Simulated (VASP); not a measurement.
**Quasiparticle energies of InP in VASP**

Wanted: how far GW moves the Kohn-Sham levels of InP. The cell is of the zinc-blende type, one of the forms listed for this formula. The start is a cell from a database of measured crystal structures.

Main program and level: VASP 6.6.1; LDA; plane waves and PAW (In_d_GW, P_GW), in the first sound run; inputs show where later runs differ.

This is a report of a sequence of runs, with most program output left out.

The database entry behind the starting cell differs from later determinations by our own check (0.1 to 0.3 % short, probably kX units), so it need not match the best structure at ambient conditions.

### Step 1. The starting structure

It takes space group F-43m (No. 216, cubic). The conventional cell has a = 5.861 Å, b = 5.861 Å, c = 5.861 Å, α = 90.00°, β = 90.00°, γ = 90.00°. In has 4 P at 2.54 Å nearest. Nearest to P lie 4 In at 2.54 Å. Farther neighbours are not listed.

Structure file:

```cif
data_structure
_symmetry_space_group_name_H-M 'P 1'
_symmetry_Int_Tables_number 1
_cell_length_a 4.1444
_cell_length_b 4.1444
_cell_length_c 4.1444
_cell_angle_alpha 60.000
_cell_angle_beta 60.000
_cell_angle_gamma 60.000
_cell_volume 50.33
loop_
_atom_site_label
_atom_site_type_symbol
_atom_site_fract_x
_atom_site_fract_y
_atom_site_fract_z
_atom_site_occupancy
In1 In 0.00000 0.00000 0.00000 1
P2 P 0.75000 0.75000 0.75000 1
```

### Step 2. Ground state

Many-body steps start from the orbitals of a self-consistent run, here LDA. EDIFF is tight for accurate orbitals, and a narrow smearing avoids fractional occupations.

The input, INCAR:

```
SYSTEM = InP
PREC = Accurate
ENCUT = 300
EDIFF = 1E-08
NELM = 100
ISMEAR = 0
SIGMA = 0.01
LREAL = .FALSE.
ALGO = Normal
GGA = CA
NBANDS = 15
LORBIT = 11
LWAVE = .TRUE.
LCHARG = .FALSE.
KPAR = 4
```

The input, POSCAR:

```
InP
1.0
    0.0000000000      2.9305000000      2.9305000000
    2.9305000000      0.0000000000      2.9305000000
    2.9305000000      2.9305000000      0.0000000000
In P
1 1
Direct
    0.0000000000      0.0000000000      0.0000000000
    0.7500000000      0.7500000000      0.7500000000
```

The input, KPOINTS:

```
Automatic mesh
0
Gamma
5 5 5
0 0 0
```

PAW data sets: In_d_GW and P_GW (LDA family, release 64).

Command:

```bash
> mpirun -np 4 vasp_std
```

Wall time 2 s (4 MPI ranks of Intel Xeon Platinum 8488C (Sapphire Rapids), shared host); peak memory 0.48 GiB.

The gap is read on the k-mesh alone, so it is an upper bound where the band edges lie off the mesh.

A gap read on the k-mesh alone can miss the band edges.

This step gave:

```
free energy (TOTEN)            : -9.576 eV
Fermi energy                   : 3.856 eV
pressure                       : -1.492 GPa
gap on the k-mesh              : 0.4948 eV
least direct gap on the k-mesh : 0.4948 eV
```

The cell has a gap of 0.495 eV on this mesh. Spin-orbit coupling is left out, which can shift or reorder these edges.

### Step 3. Empty bands

ALGO = Exact makes the empty bands from the converged ground state in one step. LOPTICS writes the k-derivatives of the orbitals (WAVEDER), which give the long-wavelength limit of the screening.

The input, INCAR:

```
SYSTEM = InP
PREC = Accurate
ENCUT = 300
ISMEAR = 0
SIGMA = 0.01
LREAL = .FALSE.
GGA = CA
NBANDS = 44
ALGO = Exact
NELM = 1
LWAVE = .TRUE.
LCHARG = .FALSE.
LOPTICS = .TRUE.
NEDOS = 1000
CSHIFT = 0.1
```

POSCAR is that of step 2.

KPOINTS is that of step 2.

Command:

```bash
> mpirun -np 4 vasp_std
```

Run time: 2.8 s. Hardware: 4 MPI ranks; peak memory 0.53 GiB.

WAVECAR now holds 44 bands for 18 electrons. Its independent-particle dielectric tensor has xx, yy, zz = 57.0, 57.0, 57.0 on this mesh, which isn't tested for convergence in mesh or bands and lacks local fields. A value this large is set by the few k points at the smallest gap, and it enters the screening of any GW step.

### Step 4. G0W0, bands in the sums 44

This step: G0W0 on LDA; plane waves and PAW (In_d_GW, P_GW) (VASP 6.6.1).

G0W0 keeps orbitals and screening fixed and shifts each of the lowest NBANDSGW levels once.

The input, INCAR:

```
SYSTEM = InP
PREC = Accurate
ENCUT = 300
ISMEAR = 0
SIGMA = 0.01
LREAL = .FALSE.
GGA = CA
NBANDS = 44
ALGO = EVGW0
NELMGW = 1
ENCUTGW = 180
NOMEGA = 48
PRECFOCK = Fast
NBANDSGW = 20
LWAVE = .FALSE.
LCHARG = .FALSE.
```

POSCAR is that of step 3.

KPOINTS is that of step 3.

Command:

```bash
> mpirun -np 4 vasp_std
```

Run time: 44 s. Hardware: 4 MPI ranks; peak memory 0.99 GiB.

Numbers from this step:

```
quasiparticle gap on the mesh                 : 1.155 eV
smallest direct quasiparticle gap on the mesh : 1.155 eV
gap of the starting orbitals on the mesh      : 0.4948 eV
```

GW takes the gap from 0.495 to 1.155 eV. Spin-orbit coupling is left out. The value holds for 44 bands, ENCUTGW = 180 eV and this mesh, and isn't shown to be converged in them.

### Step 5. Empty bands

This step: LDA; plane waves and PAW (In_d_GW, P_GW) (VASP 6.6.1).

The empty bands are made again, for the run that follows.

The input, INCAR:

```
SYSTEM = InP
PREC = Accurate
ENCUT = 300
ISMEAR = 0
SIGMA = 0.01
LREAL = .FALSE.
GGA = CA
NBANDS = 84
ALGO = Exact
NELM = 1
LWAVE = .TRUE.
LCHARG = .FALSE.
LOPTICS = .TRUE.
NEDOS = 1000
CSHIFT = 0.1
```

POSCAR is that of step 4.

KPOINTS is that of step 4.

Command:

```bash
> mpirun -np 4 vasp_std
```

Run time: 2.8 s. Hardware: 4 MPI ranks; peak memory 0.53 GiB.

WAVECAR now holds 84 bands for 18 electrons.

### Step 6. G0W0, bands in the sums 84

This step: G0W0 on LDA; plane waves and PAW (In_d_GW, P_GW) (VASP 6.6.1).

The sums now run over 84 bands at the same response cutoff.

The input, INCAR:

```
SYSTEM = InP
PREC = Accurate
ENCUT = 300
ISMEAR = 0
SIGMA = 0.01
LREAL = .FALSE.
GGA = CA
NBANDS = 84
ALGO = EVGW0
NELMGW = 1
ENCUTGW = 180
NOMEGA = 48
PRECFOCK = Fast
NBANDSGW = 20
LWAVE = .FALSE.
LCHARG = .FALSE.
```

POSCAR is that of step 5.

KPOINTS is that of step 5.

Command:

```bash
> mpirun -np 4 vasp_std
```

The job ended after 70 s (4 MPI ranks; peak memory 1.1 GiB).

The gap is now 1.116 eV, -40 meV against the GW run before. Spin-orbit coupling is left out.

### Step 7. Empty bands

This step: LDA; plane waves and PAW (In_d_GW, P_GW) (VASP 6.6.1).

The input, INCAR:

```
SYSTEM = InP
PREC = Accurate
ENCUT = 300
ISMEAR = 0
SIGMA = 0.01
LREAL = .FALSE.
GGA = CA
NBANDS = 168
ALGO = Exact
NELM = 1
LWAVE = .TRUE.
LCHARG = .FALSE.
LOPTICS = .TRUE.
NEDOS = 1000
CSHIFT = 0.1
```

POSCAR is that of step 6.

KPOINTS is that of step 6.

Command:

```bash
> mpirun -np 4 vasp_std
```

Run time: 3 s. Hardware: 4 MPI ranks; peak memory 0.54 GiB.

WAVECAR now holds 168 bands for 18 electrons.

### Step 8. G0W0, bands in the sums 168

This step: G0W0 on LDA; plane waves and PAW (In_d_GW, P_GW) (VASP 6.6.1).

The sums now run over 168 bands at the same response cutoff.

The input, INCAR:

```
SYSTEM = InP
PREC = Accurate
ENCUT = 300
ISMEAR = 0
SIGMA = 0.01
LREAL = .FALSE.
GGA = CA
NBANDS = 168
ALGO = EVGW0
NELMGW = 1
ENCUTGW = 180
NOMEGA = 48
PRECFOCK = Fast
NBANDSGW = 20
LWAVE = .FALSE.
LCHARG = .FALSE.
```

POSCAR is that of step 7.

KPOINTS is that of step 7.

Command:

```bash
> mpirun -np 4 vasp_std
```

Elapsed: 2.1 min, on 4 MPI ranks; peak memory 1.2 GiB.

The gap is now 1.162 eV, +47 meV against the GW run before. Spin-orbit coupling is left out.

### Step 9. Empty bands

This step: LDA; plane waves and PAW (In_d_GW, P_GW) (VASP 6.6.1).

The input, INCAR:

```
SYSTEM = InP
PREC = Accurate
ENCUT = 300
ISMEAR = 0
SIGMA = 0.01
LREAL = .FALSE.
GGA = CA
NBANDS = 280
ALGO = Exact
NELM = 1
LWAVE = .TRUE.
LCHARG = .FALSE.
LOPTICS = .TRUE.
NEDOS = 1000
CSHIFT = 0.1
```

POSCAR is that of step 8.

KPOINTS is that of step 8.

Command:

```bash
> mpirun -np 4 vasp_std
```

The job ended after 3.4 s (4 MPI ranks; peak memory 0.56 GiB; 11 s of CPU time).

WAVECAR now holds 280 bands for 18 electrons.

### Step 10. G0W0, bands in the sums 280

This step: G0W0 on LDA; plane waves and PAW (In_d_GW, P_GW) (VASP 6.6.1).

The sums now run over 280 bands at the same response cutoff.

The input, INCAR:

```
SYSTEM = InP
PREC = Accurate
ENCUT = 300
ISMEAR = 0
SIGMA = 0.01
LREAL = .FALSE.
GGA = CA
NBANDS = 280
ALGO = EVGW0
NELMGW = 1
ENCUTGW = 180
NOMEGA = 48
PRECFOCK = Fast
NBANDSGW = 20
LWAVE = .FALSE.
LCHARG = .FALSE.
```

POSCAR is that of step 9.

KPOINTS is that of step 9.

Command:

```bash
> mpirun -np 4 vasp_std
```

The job ended after 3.3 min (4 MPI ranks; peak memory 1.4 GiB).

The gap is now 1.143 eV, -20 meV against the GW run before. Spin-orbit coupling is left out.

### Step 11. Summary

This step: GW series: G0W0 on LDA; plane waves and PAW (VASP 6.6.1).

No new run; the numbers come from the runs before.

Cost is wall time times ranks on a shared host, with the step that makes the empty bands. GW runs:

```csv
level,bands,ENCUTGW (eV),NOMEGA,k mesh,starting gap (eV),quasiparticle gap (eV),direct gap (eV),cost (core minutes)
G0W0,44,180,48,5x5x5,0.4948,1.155,1.155,3.12
G0W0,84,180,48,5x5x5,0.4948,1.116,1.116,4.85
G0W0,168,180,48,5x5x5,0.4948,1.162,1.162,8.67
G0W0,280,180,48,5x5x5,0.4948,1.143,1.143,13.49
```

### Step 12. Outcome

* G0W0 on LDA, 280 bands, ENCUTGW 180 eV, NOMEGA 48, mesh 5×5×5: 0.495 → 1.143 eV
* G0W0 on LDA, 44 bands, ENCUTGW 180 eV, NOMEGA 48, mesh 5×5×5: 0.495 → 1.155 eV

In words: G0W0 gives a quasiparticle gap of 1.143 eV on the mesh, 0.65 eV over the LDA gap on the same mesh. On this mesh the starting valence top lies at Γ and the conduction bottom at Γ, so the starting gap is direct. The steps of the series move the gap by -40, +47, -19 meV; the last costs 1.6 times the one before. The last step lies within a tolerance of 30 meV, picked for this account, and the last two together move the gap by +27 meV. Response cutoff and mesh weren't varied, so the series can only reach this cutoff's value, and band edges off the mesh aren't seen. The orbitals give an independent-particle dielectric component as large as 57 on this mesh, where the few k points at the small direct gap weigh too much; the screening isn't converged. In In_d_GW the d shell is in the valence without all the semicore s and p states of the same shell; those stay frozen in the core, and how far that moves the GW gap wasn't tested here. Spin-orbit coupling is left out; with In in the cell it can split or shift band edges, by an amount that depends on which atoms form them and isn't tested here. Not tabulated here, as repeats of values shown or as unfit to read for their mesh, reference level or band range: eps2 curves (empty bands); eps1 curves and static values (empty bands); gaps (empty bands).

[Lines on the potential files, build, host, timing and source positions are cut from VASP's logs without a mark.]

[Logs are printed without paths, hosts, clocks, repeated set-up lines and the standing remarks that a program may print on its own settings, such as how far it seeks lower states.]

[Hosts, paths, dates, database ids (printed as entryN), source tags and the programs' standing remarks are cut or masked in the printed files.]

[Pressures printed for these runs are not shown converged in the cutoff: they can be off by several GPa and have the wrong sign.]
